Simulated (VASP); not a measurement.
Given:

```
CELL_PARAMETERS angstrom
      0.00000     3.07170     3.07170
      3.07170     0.00000     3.07170
      3.07170     3.07170     0.00000
ATOMIC_POSITIONS crystal
  Hg 0.00000 0.00000 0.00000
  Se 0.25000 0.25000 0.25000
```

Calculation: PBEsol GGA, VASP's PBE PAW potentials (set 64) (plane waves; VASP). Numerical set-up: 400 eV cut-off, 12×12×12 Γ-centred mesh, tetrahedra with Blöchl corrections, potentials Hg Se.

Task: The job: HgSe (zinc blende), 2 atoms, PBEsol, static run, 400 eV, 12×12×12 Γ-centred mesh. Roughly how much core time does it take on a busy server core?

Result: About 50 core-seconds (one run on a shared machine, a rough figure). It had 72 irreducible k-points, 13 bands, up to 1067 plane waves and 13 electronic steps.

The compound is HgSe in the zinc blende structure. It was relaxed first.
